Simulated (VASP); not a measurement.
A run of VASP 6.6.1:

File INCAR:

```
SYSTEM = Mo
  PREC = Accurate
  ENCUT = 520
  EDIFF = 1E-6
  ISMEAR = 0
  SIGMA = 0.5
  LREAL = .False.
  LASPH = .True.
  NELM = 60
  ALGO = Normal
  ISIF = 2
  LWAVE = .False.
  LCHARG = .False.
  GGA = PS
  NBANDS = 13
```

Contents of KPOINTS:

```
regular mesh
0
Gamma
  18 18 18
  0 0 0
```

Contents of POSCAR:

```
Mo
1.0
   -1.5656100000      1.5656100000      1.5656100000
    1.5656100000     -1.5656100000      1.5656100000
    1.5656100000      1.5656100000     -1.5656100000
Mo
1
Direct
    1.0000000000      0.0000000000      1.0000000000
```

Potentials or basis: VASP PAW PBE potentials, release 64 (Mo_sv).

Command:

```console
$ cat potpaw_PBE.64/Mo_sv/POTCAR > POTCAR
$ mpirun -np 1 vasp_std > vasp.out
```

Hardware: 1 thread of Intel(R) Xeon(R) Platinum 8488C (Sapphire Rapids), with other jobs on the host.

**Question.** How long does it take, and how much memory?

**Answer.** Run time: 19 s on 1 thread of Intel(R) Xeon(R) Platinum 8488C (Sapphire Rapids) (shared host), peak memory 0.15 GiB. Counts: scf iterations 11, k points 195.
